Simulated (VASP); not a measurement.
Given:

```xyz
2
Lattice="1.6521 -2.7927 0.0000 1.6521 2.7927 0.0000 0.0000 0.0000 5.0253" Properties=species:S:1:pos:R:3 pbc="T T T"
Zr     1.6521     0.9309     1.2563
Zr     1.6817    -0.9309     3.7689
```

Calculation: PBE GGA, VASP's PBE PAW potentials (set 64) (plane waves; VASP). Settings: 400 eV cut-off, 5×5×3 Γ-centred mesh, first-order Methfessel-Paxton smearing of 0.10 eV, potentials Zr_sv.

Which forces act on the atoms, in eV/Å?

| atom | Fx | Fy | Fz |
|---|---|---|---|
| Zr1 | 0.045 | 0.084 | 0.000 |
| Zr2 | -0.045 | -0.084 | 0.000 |

Give the stress tensor in GPa (positive for a compressed cell).

```
-0.68  -0.28   0.00
-0.28   1.59   0.00
 0.00   0.00   1.85
```
The pressure is its mean diagonal, 0.92 GPa.

The compound is Zr in the hcp structure. The cell was not relaxed at this level, atoms are displaced from their ideal sites. The k-mesh is coarse (spacing up to 0.44 per Å, 2π included), so the numbers may not be converged in it. The run is one of a series of settings (KPOINTS 5×5×3 Γ-centred mesh against the base run), some of them coarse on purpose.
